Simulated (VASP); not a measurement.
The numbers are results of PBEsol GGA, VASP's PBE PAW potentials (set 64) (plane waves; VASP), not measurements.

A VASP calculation is set up with these files.

INCAR:
```
ALGO = Normal
EDIFF = 1E-7
EDIFFG = -0.01
ENCUT = 520
GGA = PS
IBRION = 2
ISIF = 4
ISMEAR = 1
LASPH = .TRUE.
LCHARG = .FALSE.
LMAXMIX = 4
LREAL = .FALSE.
LWAVE = .FALSE.
NELM = 100
NSW = 30
PREC = Accurate
SIGMA = 0.1
SYSTEM = Sn
```

### POSCAR
```
Sn
1
   -2.9135293563     2.9135293563     1.5798928023
    2.9135293563    -2.9135293563     1.5798928023
    2.9135293563     2.9135293563    -1.5798928023
Sn
2
Direct
  0.2500000000   0.7500000000   0.5000000000
  0.0000000000   0.0000000000   0.0000000000
```

**KPOINTS**
```
K-points
0
Gamma
13 13 13
```

POTCAR, in this order: Sn_d (PBE.64 set). Program: vasp_std.

Unless said otherwise, spin-orbit coupling is left out, though it shifts the bands of the heavy elements here.

Task: Estimate the energy per atom (σ→0), band gap (on the k-mesh).

Result: 
```json
{
 "energy per atom (σ→0)": "-4.262 eV/atom",
 "band gap (on the k-mesh)": "none (metal, semimetal or under 0.01 eV)"
}
```

**OSZICAR**
```
...
   1 F= -.85237689E+01 E0= -.85238483E+01  d E =-.852377E+01
       N       E                     dE             d eps       ncg     rms          rms(c)
DAV:   1    -0.852393984237E+01   -0.17093E-03   -0.39905E-03  7974   0.563E-01    0.594E-02
DAV:   2    -0.852384044396E+01    0.99398E-04   -0.20925E-04  8590   0.253E-01    0.369E-02
DAV:   3    -0.852378601718E+01    0.54427E-04   -0.11968E-04  9152   0.175E-01    0.462E-03
DAV:   4    -0.852378760505E+01   -0.15879E-05   -0.22433E-05  7474   0.607E-02    0.273E-03
DAV:   5    -0.852378758993E+01    0.15116E-07   -0.61123E-07  8258   0.140E-02
   2 F= -.85237876E+01 E0= -.85238465E+01  d E =-.186723E-04
```

The compound is Sn in the beta structure. This run relaxes it. Symmetry was kept, so distortions that lower it aren't found.
